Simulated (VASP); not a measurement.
Runs of VASP 6.6.1 on CdBr. Symmetry: Fm-3m, No. 225, cubic system. The conventional cell has a = 6.145 Å, b = 6.145 Å, c = 6.145 Å, α = 90.00°, β = 90.00°, γ = 90.00°. Around Cd (site symmetry m-3m) lie 6 Br at 3.07 Å. Br (site symmetry m-3m) is surrounded by 6 Cd at 3.07 Å. The cell was built by a generator and needn't be a form met in nature.

| task | level | potentials or basis | spin | cell | k mesh | cutoff (eV) | share of exact exchange | grid for exact exchange (PRECFOCK) | mesh quality | gap on the mesh (eV) | pressure (GPa) | relaxed volume (Å³/atom) |
| --- | --- | --- | --- | --- | --- | --- | --- | --- | --- | --- | --- | --- |
| single point | HSE(alpha, omega) | VASP PAW PBE potentials, release 64 (Cd, Br) | off | as given | 4 × 4 × 4 | 520 | 0.3 | Fast | coarse | none | 1.0 | - |
| relaxation of cell and atoms | revPBE+D4 | VASP PAW PBE potentials, release 64 (Cd, Br) | off | relaxed | 8 × 8 × 8 | 600 | - | - | not flagged | none | 0.0 | (a) |
| relaxation of cell and atoms | revPBE+D2 | VASP PAW PBE potentials, release 64 (Cd, Br) | off | relaxed | 8 × 8 × 8 | 600 | - | - | not flagged | none | 0.0 | 30.46 |
| single point | HSE(alpha, omega) | VASP PAW PBE potentials, release 64 (Cd, Br) | off | as given | 4 × 4 × 4 | 520 | 0.15 | Fast | coarse | none | 1.3 | - |

Alike in all rows: smearing fermi-dirac 0.05 eV.

Problem. Fill in the values left out.

Solution. (a) 28.64.

Caveats: some runs use coarse meshes; the PAW data sets were made with another functional, which shifts forces and pressure a little; an odd number of electrons without spin polarisation forces a metal; a magnetic or distorted state may lie lower; pairwise dispersion overbinds metals, which lowers pressure and volume (some runs); atom-pairwise D2, TS and ULG terms overbind metals (some runs).

A k mesh can miss the band edges, and the runs leave out spin-orbit coupling on Br, Cd.

A gap of «none» marks a metal or a gap under the smearing width.
